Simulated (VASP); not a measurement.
VASP runs on ZnS (space group P6_3mc) share one base input (PBE GGA, plane waves, VASP's PBE PAW potentials (set 64)) and change the settings named in each case.

KPOINTS:
```
Automatic mesh
0
Gamma
5 5 1
0 0 0
```

INCAR:
```
LWAVE=.FALSE.
ISMEAR=0
SIGMA=0.01
LMAXMIX=4   # l cut-off of mixed one-centre charges
NELM=100   # most electronic steps
LASPH=.TRUE.   # aspherical one-centre terms
EDIFF=1E-6   # SCF stop (eV)
ISIF=2   # forces and stress, cell fixed
LCHARG=.FALSE.
ENCUT=300   # plane-wave cut-off (eV)
SYSTEM=ZnS
GGA=PE   # PBE
PREC=Accurate
ALGO=Normal   # blocked Davidson
LREAL=Auto
```

POSCAR:
```
ZnS
62.28480
  0.0611275945   0.0000000000   0.0000000000
 -0.0305637973   0.0529380523   0.0000000000
  0.0000000000   0.0000000000   0.5000000000
Zn S
10 10
Cartesian
  0.0305638278   0.0176459998   0.1000000000
 -0.0000000306   0.0352920525   0.3500000000
  0.0000000000   0.0000000000   0.4000000000
  0.0000000000   0.0000000000   0.1500000000
  0.0305638278   0.0176459998   0.4500000000
 -0.0000000306   0.0352920525   0.2000000000
 -0.0000000306   0.0352920525   0.0500500000
  0.0305638278   0.0176459998   0.3000500000
  0.0000000000   0.0000000000   0.0000500000
  0.0000000000   0.0000000000   0.2500500000
  0.0305638278   0.0176459998   0.1374500000
 -0.0000000306   0.0352920525   0.3874500000
  0.0000000000   0.0000000000   0.0375000000
  0.0000000000   0.0000000000   0.2875000000
  0.0305638278   0.0176459998   0.3375000000
 -0.0000000306   0.0352920525   0.0875000000
  0.0000000000   0.0000000000   0.4374500000
  0.0000000000   0.0000000000   0.1874500000
 -0.0000000306   0.0352920525   0.2375500000
  0.0305638278   0.0176459998   0.4875500000
```

POTCAR, in this order: Zn S (PBE.64 set). Program: vasp_std.

```csv
change,E(σ→0) (eV/atom),pressure (GPa)
base run,-3.4165,2.28
KPOINTS 2×2×1 Γ-centred mesh,-3.1128,5.38
"KPOINTS 2×2×1 Γ-centred mesh shifted by (0.5, 0.5, 0.5)",-3.5039,1.53
KPOINTS 3×3×1 Γ-centred mesh,-3.3645,2.81
"KPOINTS 3×3×1 Γ-centred mesh shifted by (0.5, 0.5, 0.5)",-3.4366,[?]
KPOINTS 4×4×1 Γ-centred mesh,-3.4076,2.37
"KPOINTS 4×4×1 Γ-centred mesh shifted by (0.5, 0.5, 0.5)",-3.4233,2.08
"KPOINTS 5×5×1 Γ-centred mesh shifted by (0.5, 0.5, 0.5)",-3.4205,2.51
"KPOINTS 5×5×1 Γ-centred mesh shifted by (0, 0, 0.5)",-3.4166,2.22
KPOINTS 1×1×1 Γ-centred mesh,-0.4033,29.91
KPOINTS 2×2×1 Γ-centred mesh,-3.1128,5.38
KPOINTS 3×3×1 Γ-centred mesh,-3.3645,2.81
KPOINTS 4×4×1 Γ-centred mesh,-3.4076,2.37
```

Complete the blanks.

- KPOINTS 3×3×1 Γ-centred mesh shifted by (0.5, 0.5, 0.5), pressure (GPa): 2.05

Energies of different potentials or functionals have different zeros.  At 300 eV the pressure can carry a Pulay error.

Left out are runs that ran out of time, are held back, or changed the cell or the kind of run, fixed moments of cells without a moment, rows past the twelfth, gaps on odd meshes, pressures of charged cells and columns that move by less than the noise.

The structure comes from a computed database's ZnS entry; how it stands against other phases isn't given here. The cell was not relaxed at this level.
